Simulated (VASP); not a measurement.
Here is the system:

```
CELL_PARAMETERS angstrom
     -3.22810     3.22810     6.47047
      3.22810    -3.22810     6.47047
      3.22810     3.22810    -6.47047
ATOMIC_POSITIONS crystal
  Mg 0.75000 0.25000 0.50000
  Mg 0.00000 0.00000 0.00000
  Cd 0.25000 0.75000 0.50000
  Cd 0.50000 0.50000 0.00000
  Te 0.62939 0.62500 0.50439
  Te 0.37500 0.87939 0.00439
  Te 0.12061 0.12500 0.49561
  Te 0.87500 0.37061 0.99561
```

Method: PBEsol GGA, VASP's PBE PAW potentials (set 64) (plane waves; VASP). Numerical set-up: 400 eV cut-off, 6×6×6 Γ-centred mesh, tetrahedra with Blöchl corrections, potentials Mg Cd Te.

The cores are frozen, which limits the accuracy of field gradients.

Give the principal components of the electric field gradient (V/Å²) and the asymmetry η at each nucleus.

| atom | Vxx | Vyy | Vzz | η |
|---|---|---|---|---|
| Mg1 | 0.2 | 0.2 | -0.4 | - |
| Mg2 | 0.2 | 0.2 | -0.4 | - |
| Cd3 | -0.7 | -0.7 | 1.4 | 0.00 |
| Cd4 | -0.7 | -0.7 | 1.4 | 0.00 |
| Te5 | 97.4 | 4.6 | -102.0 | 0.91 |
| Te6 | 97.4 | 4.6 | -102.0 | 0.91 |
| Te7 | 97.4 | 4.6 | -102.0 | 0.91 |
| Te8 | 97.4 | 4.6 | -102.0 | 0.91 |

The structure comes from a computed database's MgCdTe2 entry (I-42d); how it stands against other phases isn't given here. It was relaxed first.
